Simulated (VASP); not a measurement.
Energy against volume of WC (wc). Level of theory: revTPSS meta-GGA, VASP's PBE PAW potentials (set 64) (plane waves; VASP). Settings: 520 eV cut-off, 14×14×13 Γ-centred mesh, first-order Methfessel-Paxton smearing of 0.10 eV, potentials W_sv C.

Shape and ions are relaxed at each volume.

```
V (Å³/atom)  E (eV/atom)
-----------  -----------
10.092           7.17025
10.404           7.15744
10.716           7.16806
11.028           7.19867
```

Q: Fit these four points and predict the energy of the run at 9.780 Å³/atom.

A: A cubic in V^(−2/3), the third-order Birch-Murnaghan form, passes through the four points with V0 = 10.41 Å³/atom and B0 = 399 GPa, and gives 7.2106 eV/atom there. The run gave 7.2105 eV/atom, -0.1 meV/atom from the fit; all five points give B0 = 399 GPa.

The compound is WC in the wc structure. It was relaxed first.
